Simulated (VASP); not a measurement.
# A VASP study of TiSi2 (PBE + D3(BJ)): structure first, properties next

Wanted: the relaxed cell of TiSi2 and its properties. The steps: relaxing cell and atoms (PBE + D3(BJ)), second relaxation, density, ELF and potential (PBE + D3(BJ)), bands along the symmetry lines (PBE + D3(BJ)), density of states (PBE + D3(BJ)), field gradients at the nuclei (PBE + D3(BJ)), volume scan with PBE + D3(BJ) and fit for PBE + D3(BJ). Left out of this account: 1 further run (relaxation: it shows nothing beyond the runs told). The start is a computed cell from the Materials Project.

Main program and level: VASP 6.6.1; PBE with D3(BJ); plane waves and PAW (Ti_sv, Si).

This is a report of a sequence of runs, with most program output left out.

## (1) Starting point

Before any relaxation, the start is as follows. It takes space group Cmcm (No. 63, orthorhombic). Conventional cell: a = 3.530 Å, b = 13.519 Å, c = 3.565 Å, α = 90.00°, β = 90.00°, γ = 90.00°. Ti has 10 Si at 2.58 to 2.81 Å nearest. Si has 2 Si at 2.38 Å and 6 Ti at 2.58 to 2.81 Å nearest. Nearest to Si lie 4 Si at 2.51 Å and 4 Ti at 2.66 to 2.67 Å. Farther neighbours are not listed.

Structure file:

```cif
data_structure
_symmetry_space_group_name_H-M 'Cmcm'
_symmetry_Int_Tables_number 63
_cell_length_a 3.5302
_cell_length_b 13.5186
_cell_length_c 3.5652
_cell_angle_alpha 90.000
_cell_angle_beta 90.000
_cell_angle_gamma 90.000
_cell_volume 170.14
loop_
_atom_site_label
_atom_site_type_symbol
_atom_site_symmetry_multiplicity
_atom_site_Wyckoff_symbol
_atom_site_fract_x
_atom_site_fract_y
_atom_site_fract_z
_atom_site_occupancy
Ti1 Ti 4 c 0.50000 0.60312 0.75000 1
Si1 Si 4 c 0.50000 0.94175 0.75000 1
Si2 Si 4 c 0.00000 0.75031 0.75000 1
```

## (2) Relaxing cell and atoms (PBE + D3(BJ))

The start need not lie at this functional's minimum. ISIF = 3 frees volume, shape and positions, and EDIFFG sets the threshold on forces and stress at which the search stops. PBE, the usual starting point, adds the gradient of the density. A dispersion term adds the long-range attraction that semilocal functionals lack. D3 with Becke-Johnson damping keeps a finite attraction at short range.

INCAR

```
SYSTEM = TiSi2
PREC = Accurate
ENCUT = 400
EDIFF = 1E-06
NELM = 100
ISMEAR = 0
SIGMA = 0.05
LREAL = .FALSE.
ALGO = Normal
GGA = PE
IVDW = 12
NBANDS = 26
LASPH = .TRUE.
LORBIT = 11
LWAVE = .FALSE.
LCHARG = .FALSE.
KPAR = 4
IBRION = 2
NSW = 60
ISIF = 3
EDIFFG = -0.01
```

POSCAR

```
TiSi2
1.0
    3.5302100500      0.0000000000      0.0000000000
    0.0000000000      0.0000000000      3.5651739700
    1.7651050250     -6.7592815350      0.0000000000
Ti Si
2 4
Direct
    0.1031180800      0.7500000000      0.7937638400
    0.8968819200      0.2500000000      0.2062361600
    0.4417485500      0.7500000000      0.1165029000
    0.5582514500      0.2500000000      0.8834971000
    0.7503148200      0.7500000000      0.4993703600
    0.2496851800      0.2500000000      0.5006296400
```

KPOINTS

```
Automatic mesh
0
Gamma
8 8 8
0 0 0
```

The projector-augmented-wave data sets are Ti_sv and Si (PBE family, release 64).

Started as:

```
$ mpirun -np 4 vasp_std
```

Run time: 2.2 min. Hardware: 4 MPI ranks of Intel Xeon Platinum 8259CL at 2.50GHz (Skylake/Cascade Lake), shared host; peak memory 1.1 GiB.

Dispersion corrections of this kind ignore metallic screening and tend to overbind metals. The run keeps the 8 symmetry operations of its start, so it cannot find a distortion of lower symmetry.

Step by step:

| step | energy less that of the first step (eV) | largest force (eV/Å) | pressure (GPa) | volume (Å³) |
| --- | --- | --- | --- | --- |
| 1 | 0.0000 | 0.1762 | -4.65 | 85.07 |
| 2 | -0.0162 | 0.2888 | 4.34 | 80.10 |
| 3 | -0.0430 | 0.2369 | 0.16 | 82.25 |
| 4 | -0.0496 | 0.1138 | 0.04 | 82.10 |
| 5 | -0.0516 | 0.0653 | -0.02 | 81.97 |
| 6 | -0.0526 | 0.0065 | 0.02 | 81.91 |
| 7 | -0.0526 | 0.0099 | 0.01 | 81.90 |

| conventional cell, symmetrised | before | after | change |
| --- | --- | --- | --- |
| a (Å) | 3.530 | 3.499 | -0.9 % |
| b (Å) | 13.519 | 13.236 | -2.1 % |
| c (Å) | 3.565 | 3.537 | -0.8 % |
| volume (Å³/atom) | 14.18 | 13.65 | -3.7 % |

The atoms that moved most (Å, as changes of fractional coordinates times the final cell):

| atom | dx | dy | dz | length |
| --- | --- | --- | --- | --- |
| Si4 | 0.000 | 0.029 | 0.000 | 0.029 |
| Si3 | 0.000 | -0.029 | 0.000 | 0.029 |
| Ti1 | 0.000 | -0.013 | 0.000 | 0.013 |
| Ti2 | 0.000 | 0.013 | 0.000 | 0.013 |

Final coordinates:

```
Ti Si
1.0
     3.49911    0.00000    0.00000
     0.00000    0.00000    3.53662
     1.74955   -6.61823    0.00000
Ti Si
2 4
Direct
  0.10216 0.75000 0.79568
  0.89784 0.25000 0.20432
  0.43959 0.75000 0.12081
  0.56041 0.25000 0.87919
  0.75052 0.75000 0.49896
  0.24948 0.25000 0.50104
```

This step gave:

- electrons: 40
- bands: 26
- irreducible k-points: 105
- symmetry operations: 8
- free energy (TOTEN): -43.97 eV
- energy at zero smearing: -43.97 eV
- Fermi energy: 11.05 eV
- pressure: 0.01476 GPa
- metallic: yes
- SCF cycles over all ionic steps: 59

It ends with a largest force of 0.010 eV/Å and a pressure of 0.01 GPa.

## (3) Second relaxation

A relaxation keeps the plane waves of the cell it began with, so it is repeated from the new cell, on a basis made for it.

INCAR is that of step 2.

POSCAR

```
TiSi2
1.0
    3.4991087470      0.0000000000      0.0000000000
    0.0000000000      0.0000000000      3.5366215432
    1.7495543735     -6.6182274379      0.0000000000
Ti Si
2 4
Direct
    0.1021586661      0.7500000000      0.7956826678
    0.8978413339      0.2500000000      0.2043173322
    0.4395943902      0.7500000000      0.1208112196
    0.5604056098      0.2500000000      0.8791887804
    0.7505201556      0.7500000000      0.4989596888
    0.2494798444      0.2500000000      0.5010403112
```

KPOINTS is that of step 2.

Started as:

```
$ mpirun -np 4 vasp_std
```

Wall time 28 s (4 MPI ranks); peak memory 1 GiB; 1.8 min of CPU time.

Little changed from the start: no atom moved by 0.005 Å and no cell edge by 0.1 %.

Numbers from this step:

* pressure: -0.02502 GPa
* SCF cycles over all ionic steps: 13

It ends with a largest force of 0.010 eV/Å and a pressure of -0.03 GPa. The volume moved by under 0.01 %: the run met its threshold at the first step.

## (4) Density, ELF and potential (PBE + D3(BJ))

A single point on the relaxed cell gives a clean self-consistent state, with density, ELF and potential written out.

INCAR, as its differences from that of step 3:

```diff
@@ -15,7 +15,5 @@
 LWAVE = .FALSE.
-LCHARG = .FALSE.
-KPAR = 4
-IBRION = 2
-NSW = 60
-ISIF = 3
-EDIFFG = -0.01
+LCHARG = .TRUE.
+ISIF = 2
+LELF = .TRUE.
+LVHAR = .TRUE.
```

POSCAR is that of step 3.

KPOINTS is that of step 3.

Started as:

```
$ mpirun -np 4 vasp_std
```

Wall time 31 s (4 MPI ranks); peak memory 0.71 GiB; 2 min of CPU time.

This step gave:

- SCF cycles: 13
- bands: 28
- pressure: -0.03531 GPa

Valence electrons inside each PAW sphere by angular momentum. Sphere charges, by row:

| atom | s (e) | p (e) | d (e) | tot (e) |
| --- | --- | --- | --- | --- |
| Ti1 | 2.167 | 6.155 | 2.141 | 10.46 |
| Ti2 | 2.167 | 6.155 | 2.141 | 10.46 |
| Si3 | 0.771 | 0.931 | 0 | 1.702 |
| Si4 | 0.771 | 0.931 | 0 | 1.702 |
| Si5 | 0.747 | 0.906 | 0 | 1.652 |
| Si6 | 0.747 | 0.906 | 0 | 1.652 |

ELF in the bc plane of the conventional cell at fractional x = 0.000, with atoms of Ti and Si within 0.2 Å of it. It is the smooth field of the valence electrons, not physical close to the nuclei.

Ten even steps from '0' (0.09) to '9' (0.94), each cell a mean:
```
1024421354212466556666544553576300012
0158951122001453114543336741157532232
0159951122001453014543336740157632232
1024521354212466556666545653476310012
1000003665444467777767753334663111101
1211136742366444556433652012431257520
1332357620267432344201452001210389830
1221136741366434555423552002331268520
1100013665444467777767753234663112100
```
Columns run along b (13.2 Å), rows up along c (3.5 Å), edges of the conventional cell, whose origin can differ from the input's. Atoms in or near the plane, at fractional coordinates: Ti at (0.10, 0.75), Ti at (0.90, 0.25), Si at (0.44, 0.75), Si at (0.56, 0.25), Si at (0.75, 0.75), Si at (0.25, 0.25).

Electrostatic potential energy in the bc plane of the conventional cell at fractional x = 0.000, with atoms of Ti and Si within 0.2 Å of it. With pseudopotentials it is smooth inside the atoms' cores, unlike the true potential.

Ten even steps from '0' (-91 eV) to '9' (1 eV), each cell a mean:
```
9975569999999986468999999975579999999
9843348999999961016999999840048999999
9842247999999961016999999840048999999
9965468999999985458999999974479999999
9998899987899999899877899998899876799
9999999731379999998522589999999743479
9999999610169999998300389999999532369
9999999731379999998511589999999643479
9998899977799999999877899999999876789
```
Columns run along b (13.2 Å; values clipped at the 3rd and 97th percentile), rows up along c (3.5 Å), edges of the conventional cell, whose origin can differ from the input's. Atoms in or near the plane, at fractional coordinates: Ti at (0.10, 0.75), Ti at (0.90, 0.25), Si at (0.44, 0.75), Si at (0.56, 0.25), Si at (0.75, 0.75), Si at (0.25, 0.25).

Valence density in the bc plane of the conventional cell at fractional x = 0.000, with atoms of Ti and Si within 0.2 Å of it. It is the smooth field of the valence electrons, not physical close to the nuclei.

Values in units of 1e0 e/Å³, 5 rows by 16 columns, each cell a mean:
```
0.4 4.9 2.0 0.3 0.2 0.2 0.3 0.3 0.4 0.3 0.2 0.3 0.3 0.3 0.2 0.2
0.5 7.4 2.9 0.2 0.2 0.2 0.3 0.2 0.3 0.2 0.3 0.3 0.2 0.3 0.2 0.2
0.2 0.6 0.4 0.4 0.3 0.2 0.3 0.4 0.4 0.4 0.2 0.3 0.4 0.5 1.4 0.3
0.2 0.2 0.3 0.3 0.2 0.3 0.2 0.3 0.2 0.2 0.2 0.1 0.2 1.7 9.6 1.3
0.2 0.3 0.3 0.4 0.3 0.3 0.3 0.4 0.4 0.4 0.2 0.2 0.3 0.7 3.3 0.6
```
Columns run along b (13.2 Å), rows up along c (3.5 Å), edges of the conventional cell, whose origin can differ from the input's. Atoms in or near the plane, at fractional coordinates: Ti at (0.10, 0.75), Ti at (0.90, 0.25), Si at (0.44, 0.75), Si at (0.56, 0.25), Si at (0.75, 0.75), Si at (0.25, 0.25).

In this run the pressure is -0.04 GPa, small enough to go on.

## (5) Bands along the symmetry lines (PBE + D3(BJ))

The mesh alone shows little of the dispersion and can miss band extrema, so KPOINTS_OPT adds a path through the symmetry points after the self-consistent cycle.

INCAR

```
SYSTEM = TiSi2
PREC = Accurate
ENCUT = 400
EDIFF = 1E-06
NELM = 100
ISMEAR = 0
SIGMA = 0.05
LREAL = .FALSE.
ALGO = Normal
GGA = PE
IVDW = 12
NBANDS = 36
LASPH = .TRUE.
LORBIT = 11
LWAVE = .FALSE.
LCHARG = .FALSE.
KPAR = 4
```

POSCAR is that of step 4.

KPOINTS is that of step 4.

KPOINTS_OPT

```
Line mode
16
Line-mode
Reciprocal
  0.00000000   0.00000000   0.00000000 GAMMA
  0.53494150   0.00000000   0.26747075 X

  0.53494150   0.00000000   0.26747075 X
  0.50000000   0.00000000   0.00000000 S

  0.50000000   0.00000000   0.00000000 S
  0.50000000   0.50000000   0.00000000 R

  0.50000000   0.50000000   0.00000000 R
  0.53494150   0.50000000   0.26747075 A

  0.53494150   0.50000000   0.26747075 A
  0.00000000   0.50000000   0.00000000 Z

  0.00000000   0.50000000   0.00000000 Z
  0.00000000   0.00000000   0.00000000 GAMMA

  0.00000000   0.00000000   0.00000000 GAMMA
  0.00000000   0.00000000  -0.50000000 Y

  0.00000000   0.00000000  -0.50000000 Y
  0.46505850   0.00000000  -0.26747075 X1

  0.46505850   0.00000000  -0.26747075 X1
  0.46505850   0.50000000  -0.26747075 A1

  0.46505850   0.50000000  -0.26747075 A1
  0.00000000   0.50000000  -0.50000000 T

  0.00000000   0.50000000  -0.50000000 T
  0.00000000   0.00000000  -0.50000000 Y

  0.00000000   0.50000000   0.00000000 Z
  0.00000000   0.50000000  -0.50000000 T
```

Started as:

```
$ mpirun -np 4 vasp_std
```

Wall time 74 s (4 MPI ranks); peak memory 1.6 GiB.

The cell is typed on its shortest vectors, so the axes of tensors and the coordinates of k-points follow the printed cell and not the standard setting.

This step gave:

* SCF cycles: 14
* bands: 36
* pressure: 0.01782 GPa

The electronic bands at the labelled points (eV, zero at the Fermi level; # counts the bands kept):

| point | #9 | #10 | #11 | #12 | #13 | #14 | #15 | #16 |
| --- | --- | --- | --- | --- | --- | --- | --- | --- |
| Γ | -2.22 | -2.08 | -2.02 | 0.42 | 0.81 | 0.89 | 0.90 | 1.31 |
| 0.47 of the way | -2.37 | -1.47 | -1.34 | -0.66 | 0.73 | 0.81 | 1.03 | 1.09 |
| X | -1.89 | -1.04 | -0.80 | -0.79 | -0.25 | 1.23 | 1.44 | 1.61 |
| 0.53 of the way | -1.83 | -1.23 | -0.79 | -0.70 | -0.37 | 1.25 | 1.64 | 1.67 |
| S | -1.82 | -1.36 | -0.66 | -0.62 | -0.60 | 1.26 | 1.55 | 1.71 |
| 0.47 of the way | -3.51 | -2.75 | -1.69 | -1.62 | 0.86 | 1.16 | 1.73 | 1.98 |
| R | -3.20 | -3.20 | -2.56 | -2.56 | 1.82 | 1.82 | 1.96 | 1.96 |
| 0.47 of the way | -3.30 | -3.30 | -2.49 | -2.49 | 1.83 | 1.83 | 1.96 | 1.96 |
| A | -3.41 | -3.41 | -2.43 | -2.43 | 1.86 | 1.86 | 1.96 | 1.96 |
| 0.53 of the way | -2.91 | -2.91 | -1.33 | -1.33 | 0.54 | 0.54 | 1.81 | 1.81 |
| Z | -1.70 | -1.70 | -0.04 | -0.04 | 1.09 | 1.09 | 1.53 | 1.53 |
| 0.47 of the way | -1.90 | -1.83 | -0.46 | -0.39 | 0.20 | 0.44 | 1.37 | 2.02 |
| Γ | -2.22 | -2.08 | -2.02 | 0.42 | 0.81 | 0.89 | 0.90 | 1.31 |
| 0.53 of the way | -2.51 | -2.01 | -1.23 | 0.36 | 0.77 | 0.88 | 0.88 | 0.89 |
| Y | -2.58 | -1.95 | -1.18 | 0.33 | 0.64 | 0.67 | 0.92 | 1.32 |
| 0.47 of the way | -2.84 | -1.64 | -0.33 | -0.23 | 0.02 | 0.22 | 1.14 | 1.80 |
| X1 | -1.89 | -1.04 | -0.80 | -0.79 | -0.25 | 1.23 | 1.44 | 1.61 |
| 0.47 of the way | -2.96 | -2.93 | -1.82 | -1.54 | 0.84 | 1.33 | 1.73 | 1.98 |
| A1 | -3.41 | -3.41 | -2.43 | -2.43 | 1.86 | 1.86 | 1.96 | 1.96 |
| 0.47 of the way | -3.17 | -3.17 | -2.44 | -2.44 | 1.79 | 1.79 | 1.92 | 1.92 |
| T | -2.18 | -2.18 | -0.93 | -0.93 | 0.59 | 0.59 | 1.72 | 1.72 |
| 0.47 of the way | -2.13 | -1.94 | -1.26 | -0.17 | 0.47 | 0.71 | 1.02 | 1.54 |
| Y | -2.58 | -1.95 | -1.18 | 0.33 | 0.64 | 0.67 | 0.92 | 1.32 |
| jump to Z | -1.70 | -1.70 | -0.04 | -0.04 | 1.09 | 1.09 | 1.53 | 1.53 |
| 0.47 of the way | -2.15 | -2.15 | -0.49 | -0.49 | 0.80 | 0.80 | 1.69 | 1.69 |
| T | -2.18 | -2.18 | -0.93 | -0.93 | 0.59 | 0.59 | 1.72 | 1.72 |

Of the projections kept (Ti, Si), the largest for each band there; the rest of the weight can lie on other orbitals:

| point | #9 | #10 | #11 | #12 | #13 | #14 | #15 | #16 |
| --- | --- | --- | --- | --- | --- | --- | --- | --- |
| Γ | Ti 0.78 | Ti 0.58 | Ti 0.50 | Ti 1.00 | Ti 1.00 | Si 0.75 | Ti 0.98 | Ti 0.79 |
| X | Ti 0.62 | Ti 0.77 | Ti 0.89 | Ti 0.77 | Ti 0.75 | Ti 0.50 | Ti 0.55 | Ti 0.96 |
| S | Ti 0.67 | Ti 0.64 | Ti 0.89 | Ti 0.53 | Ti 0.87 | Si 0.62 | Si 0.77 | Ti 0.95 |
| R | Si 0.57 | Si 0.57 | Ti 0.65 | Ti 0.65 | Ti 0.98 | Ti 0.98 | Ti 0.99 | Ti 0.99 |
| A | Si 0.61 | Si 0.61 | Ti 0.64 | Ti 0.64 | Ti 0.99 | Ti 0.99 | Ti 0.99 | Ti 0.99 |
| Z | Ti 0.85 | Ti 0.85 | Ti 0.75 | Ti 0.75 | Ti 0.51 | Ti 0.51 | Ti 0.65 | Ti 0.65 |

There is no gap at this level.

## (6) Density of states (PBE + D3(BJ))

Here the states are counted by energy and projected on the atoms. The mesh is finer than in the run before.

INCAR, as its differences from that of step 5:

```diff
@@ -5,3 +5,3 @@
 NELM = 100
-ISMEAR = 0
+ISMEAR = -5
 SIGMA = 0.05
@@ -17 +17,2 @@
 KPAR = 4
+NEDOS = 2001
```

POSCAR is that of step 5.

KPOINTS

```
Automatic mesh
0
Gamma
12 11 12
0 0 0
```

Started as:

```
$ mpirun -np 4 vasp_std
```

The job ended after 88 s (4 MPI ranks; peak memory 2 GiB; 5.8 min of CPU time).

With tetrahedra the forces and stress of a metal are not exact derivatives of the energy.

This step gave:

* irreducible k-points: 258
* free energy (TOTEN): -43.96 eV
* pressure: 0.04992 GPa
* DOS at the Fermi level: 1.363 states/eV/cell

The density of states has structure finer than the step of the table below, so its rows give means over 0.5 eV, whole bins alone (the curve runs from -12.0 to 2.27 eV). Peaks (eV: height): total -8.10: 1.75, -2.62: 4.72, 0.73: 4.08, 1.76: 7.71; Ti d -1.67: 1.33, 1.76: 5.10; Si p -5.03: 0.524, -3.06: 0.930, -2.62: 0.907, 1.25: 0.423; Si s -10.94: 0.568, -8.83: 0.380, -7.66: 0.513, -6.56: 0.380; Ti p -10.94: 0.0448, -3.79: 0.155, -3.06: 0.149, 1.25: 0.0774.

States under -12.0 eV and over 2.3 eV are left out. Table of density of states by energy, zero at the Fermi level; means over each step; values in states/eV/cell:

| energy (eV) | total | Ti d | Si p | Si s | Ti p | Ti s |
| --- | --- | --- | --- | --- | --- | --- |
| -11.5 | 0.925 | 0.00552 | 0.0341 | 0.330 | 0.0193 | 0.0305 |
| -11.0 | 1.36 | 0.0140 | 0.0580 | 0.492 | 0.0370 | 0.0309 |
| -10.5 | 1.35 | 0.0235 | 0.0705 | 0.484 | 0.0373 | 0.0224 |
| -10.0 | 1.33 | 0.0321 | 0.0839 | 0.463 | 0.0359 | 0.0161 |
| -9.5 | 1.10 | 0.0382 | 0.0807 | 0.369 | 0.0249 | 0.0119 |
| -9.0 | 1.00 | 0.0422 | 0.0887 | 0.315 | 0.0180 | 0.0128 |
| -8.5 | 1.15 | 0.0494 | 0.112 | 0.335 | 0.0217 | 0.0212 |
| -8.0 | 1.63 | 0.0782 | 0.151 | 0.483 | 0.0339 | 0.0233 |
| -7.5 | 1.23 | 0.0721 | 0.104 | 0.386 | 0.0243 | 0.0123 |
| -7.0 | 1.10 | 0.0677 | 0.104 | 0.321 | 0.0215 | 0.0203 |
| -6.5 | 1.43 | 0.0873 | 0.201 | 0.289 | 0.0264 | 0.0500 |
| -6.0 | 1.31 | 0.0828 | 0.271 | 0.146 | 0.0258 | 0.0414 |
| -5.5 | 1.91 | 0.136 | 0.393 | 0.181 | 0.0476 | 0.0671 |
| -5.0 | 2.07 | 0.174 | 0.443 | 0.164 | 0.0543 | 0.0689 |
| -4.5 | 2.09 | 0.208 | 0.458 | 0.129 | 0.0644 | 0.0596 |
| -4.0 | 2.72 | 0.311 | 0.619 | 0.126 | 0.104 | 0.0504 |
| -3.5 | 3.43 | 0.520 | 0.801 | 0.105 | 0.130 | 0.0331 |
| -3.0 | 3.96 | 0.809 | 0.856 | 0.0913 | 0.132 | 0.0239 |
| -2.5 | 4.28 | 1.23 | 0.811 | 0.0669 | 0.0942 | 0.0149 |
| -2.0 | 3.46 | 1.23 | 0.577 | 0.0507 | 0.0486 | 0.00882 |
| -1.5 | 3.11 | 1.23 | 0.454 | 0.0729 | 0.0319 | 0.00954 |
| -1.0 | 2.34 | 1.06 | 0.298 | 0.0415 | 0.0158 | 0.00741 |
| -0.5 | 1.33 | 0.681 | 0.148 | 0.0156 | 0.00634 | 0.00413 |
| 0.0 | 1.53 | 0.859 | 0.138 | 0.0173 | 0.00836 | 0.00424 |
| 0.5 | 2.73 | 1.46 | 0.258 | 0.0632 | 0.0238 | 0.0169 |
| 1.0 | 3.85 | 1.98 | 0.341 | 0.171 | 0.0445 | 0.0312 |
| 1.5 | 5.68 | 3.34 | 0.369 | 0.202 | 0.0681 | 0.0690 |
| 2.0 | 4.94 | 3.08 | 0.292 | 0.211 | 0.0461 | 0.0599 |

The finer mesh and the other smearing move the Fermi level by -0.01 eV from the 8×8×8 run, a small shift, which tests the Fermi level alone. Of the states within 0.3 eV of the Fermi level, the largest shares in the PAW spheres are Ti d 56 % and Si p 9 %. The rest lies in smaller channels or between the spheres.

## (7) Field gradients at the nuclei (PBE + D3(BJ))

Field gradients probe how far the charge around each nucleus departs from cubic symmetry; LASPH keeps the non-spherical terms inside the spheres.

INCAR

```
SYSTEM = TiSi2
PREC = Accurate
ENCUT = 400
EDIFF = 1E-07
NELM = 100
ISMEAR = 0
SIGMA = 0.05
LREAL = .FALSE.
ALGO = Normal
GGA = PE
IVDW = 12
NBANDS = 26
LASPH = .TRUE.
LORBIT = 11
LWAVE = .FALSE.
LCHARG = .FALSE.
KPAR = 4
LEFG = .TRUE.
```

POSCAR is that of step 6.

KPOINTS

```
Automatic mesh
0
Gamma
8 8 8
0 0 0
```

Started as:

```
$ mpirun -np 4 vasp_std
```

Wall time 30 s (4 MPI ranks); peak memory 1.1 GiB.

This step gave:

* SCF cycles: 15
* bands: 26
* irreducible k-points: 105
* free energy (TOTEN): -43.97 eV
* pressure: -0.003249 GPa

Electric field gradients, by row:

| atom | Vxx (V/Å²) | Vyy (V/Å²) | Vzz (V/Å²) | asymmetry |
| --- | --- | --- | --- | --- |
| Ti1 | 7.78 | 3.899 | -11.68 | 0.332 |
| Ti2 | 7.78 | 3.899 | -11.68 | 0.332 |
| Si3 | -26.76 | -16.58 | 43.34 | 0.235 |
| Si4 | -26.76 | -16.58 | 43.34 | 0.235 |
| Si5 | 10.01 | 8.101 | -18.11 | 0.105 |
| Si6 | 10.01 | 8.101 | -18.11 | 0.105 |

The largest gradient, 43.34 V/Å², sits on Si3 and like sites; the stable nuclei of Si have no quadrupole moment in their ground state, so NMR and NQR don't see it.

## (8) Volume scan with PBE + D3(BJ)

An equation of state needs energies on both sides of the minimum, all on one mesh and cutoff.

INCAR, as its differences from that of step 7:

```diff
@@ -3,3 +3,3 @@
 ENCUT = 400
-EDIFF = 1E-07
+EDIFF = 1E-06
 NELM = 100
@@ -17,2 +17,2 @@
 KPAR = 4
-LEFG = .TRUE.
+ISIF = 2
```

POSCAR, as its differences from that of step 7:

```diff
@@ -2,5 +2,5 @@
 1.0
-    3.4991087470      0.0000000000      0.0000000000
-    0.0000000000      0.0000000000      3.5366215432
-    1.7495543735     -6.6182274379      0.0000000000
+    3.4276783214      0.0000000000      0.0000000000
+    0.0000000000      0.0000000000      3.4644253355
+    1.7138391607     -6.4831236625      0.0000000000
 Ti Si
```

KPOINTS is that of step 7.

Started as:

```
$ mpirun -np 4 vasp_std
```

Elapsed: 27 s, on 4 MPI ranks; peak memory 1 GiB; 1.7 min of CPU time.

The scan keeps the cell's shape and the fractional positions fixed.

This step gave:

| Quantity | Value |
| --- | --- |
| SCF cycles | 13 |
| free energy (TOTEN) | -43.80 eV |
| energy at zero smearing | -43.80 eV |
| Fermi energy | 11.87 eV |
| pressure | 10.77 GPa |

Force by atom:

| atom | x (eV/Å) | y (eV/Å) | z (eV/Å) | size |
| --- | --- | --- | --- | --- |
| Ti1 | 0.000 | -0.179 | 0.000 | 0.179 |
| Ti2 | 0.000 | 0.179 | 0.000 | 0.179 |
| Si3 | 0.000 | -0.223 | 0.000 | 0.223 |
| Si4 | 0.000 | 0.223 | 0.000 | 0.223 |
| Si5 | 0.000 | 0.002 | 0.000 | 0.002 |
| Si6 | 0.000 | -0.002 | 0.000 | 0.002 |

The pressure here is 10.77 GPa.

[end of part 1 of 2]

[Lines on the potential files, build, host, timing and source positions are cut from VASP's logs without a mark.]

[Logs are printed without paths, hosts, clocks, repeated set-up lines and the standing remarks that a program may print on its own settings, such as how far it seeks lower states.]

[Hosts, paths, dates, database ids (printed as entryN), source tags and the programs' standing remarks are cut or masked in the printed files.]

[A measured line is paired with the nearest computed mode of its activity, which favours agreement.]
